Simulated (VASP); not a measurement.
An input for Ansatz (written as the equivalent of a VASP run, and not itself run):

Ansatz 0.2 input:
```yaml
crystal:
  lattice:
    - [0.0000000, 2.2748344, 2.2748344]
    - [2.2748344, 0.0000000, 2.2748344]
    - [2.2748344, 2.2748344, 0.0000000]
  atoms:
    - { symbol: Hf, position: [0.0000000, 0.0000000, 0.0000000] }
    - { symbol: N, position: [0.5000000, 0.5000000, 0.5000000] }
kpoints:
  mp_grid: { grid: [14, 14, 14] }
hamiltonian:
  xc: r2scan
  dispersion: rvv10
  pseudopotentials: { kind: paw }
scf:
  occupations: { method: methfessel_paxton, width: 0.1 }
  max_iter: 100
output: { forces: true, stress: true, eigenvalues: true }
```

Q: Write the VASP files for the same calculation (r2SCAN+rVV10).

A: This is not unique; one that fits is 
**POSCAR**
```
HfN
3.2171020
  0.0000000000   0.7071067128   0.7071067128
  0.7071067128   0.0000000000   0.7071067128
  0.7071067128   0.7071067128   0.0000000000
Hf N
1 1
Cart
  0.0000000000   0.0000000000   0.0000000000
  0.7071067128   0.7071067128   0.7071067128
```

### KPOINTS
```
Automatic mesh
0
Gamma
14 14 14
0 0 0
```

### INCAR
```
# general
SYSTEM   = HfN
PREC     = Accurate
ENCUT    = 520
LREAL    = .FALSE.
LASPH    = .TRUE.

# electronic loop
EDIFF    = 1E-7
NELM     = 100
ALGO     = Normal
LMAXMIX  = 6
LMIXTAU  = .TRUE.

# smearing
ISMEAR   = 1
SIGMA    = 0.1

# functional
METAGGA  = R2SCAN
LUSE_VDW = .TRUE.
BPARAM   = 11.95
CPARAM   = 0.0093

# ions
ISIF     = 2

# output
LWAVE    = .FALSE.
LCHARG   = .FALSE.
```

POTCAR, in this order: Hf_pv N (PBE.64 set). Program: vasp_std.

Limits of the translation: each code has its own PAW files, so the cut-off isn't converted (ENCUT is set for VASP's; basis.ecutwfc is left out, and Ansatz then takes the one that its files recommend); Ansatz stops its SCF on the density residual and VASP on the energy change (EDIFF).

The compound is HfN in the rock salt structure. This cell is one point of a volume scan, at 1.03 of the reference volume.
